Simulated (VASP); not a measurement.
Here is a VASP 6.6.1 calculation.

INCAR

```
SYSTEM = B2O
  PREC = Accurate
  ENCUT = 520
  EDIFF = 1E-6
  ISMEAR = 0
  SIGMA = 0.1
  LREAL = .False.
  LASPH = .True.
  NELM = 100
  ALGO = Normal
  ISIF = 2
  LWAVE = .False.
  LCHARG = .True.
  GGA = PE
  LELF = .True.
  LVHAR = .True.
  NBANDS = 21
```

File KPOINTS:

```
regular mesh
0
Gamma
  9 9 4
  0 0 0
```

Contents of POSCAR:

```
B2O
1.0
    2.8790012395      0.0000000000      0.0000000000
   -1.4395006198      2.4932882109      0.0000000000
    0.0000000000      0.0000000000      7.0520000000
B O
4 2
Direct
    0.0000000000      0.0000000000      0.3800000000
    0.0000000000      0.0000000000      0.6200000000
    0.6666666667      0.3333333333      0.0230000000
    0.3333333333      0.6666666667      0.9770000000
    0.6666666667      0.3333333333      0.3060000000
    0.3333333333      0.6666666667      0.6940000000
```

Potentials or basis: VASP PAW PBE potentials, release 64 (B, O).

Launch:

```console
$ cat potpaw_PBE.64/B/POTCAR potpaw_PBE.64/O/POTCAR > POTCAR
$ mpirun -np 1 vasp_std > vasp.out
```

(1) What does it give for the largest force?

(2) Predict the pressure.

## Answers

(1) 0.126 eV/Å.

(2) -18.9 GPa.

Caveat: so large a pressure means that the cell lies far from this level's equilibrium, or that cutoff or potentials fall short.
